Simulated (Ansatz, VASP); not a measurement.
## Two plane-wave programs on NaHf2

```
Na Hf
1.0
     5.41505    0.00000    0.00000
    -2.70753    4.68957    0.00000
     0.00000    0.00000    2.81497
Na Hf
1 2
Direct
  0.00000 0.00000 0.00000
  0.33333 0.66667 0.50000
  0.66667 0.33333 0.50000
```

Alike in both runs: functional PBE; k mesh 6 × 6 × 4; occupations gaussian, width 0.1 eV; no spin polarisation.

Ansatz relaxed the structure, and its values are those at the end. VASP's run is a single point on that final structure, the one shown.

```csv
,VASP,Ansatz
version,VASP 6.6.1,Ansatz 0.2.0
potentials or method,"VASP PAW PBE potentials, release 64 (Na_pv, Hf_pv)","scalar-relativistic, plane waves, PAW"
plane-wave cutoff (eV),520,420
valence electrons in the cell,27,61
```

```csv
,VASP,Ansatz,Ansatz less VASP
gap on the k mesh at the Fermi level (eV),none,none,-
pressure (GPa),0.1,0.3,+0.16
```

A gap of «none» marks a metal or a gap that the smearing closes. The functional is the same, so the differences come from potentials, cutoffs and numerics. The two sets of potentials don't hold the same shells in valence.

Caveats: the k mesh is coarse (spacing up to 0.56 Å⁻¹), so the values aren't converged. The runs have no spin-orbit coupling, so splittings on Hf are missing.
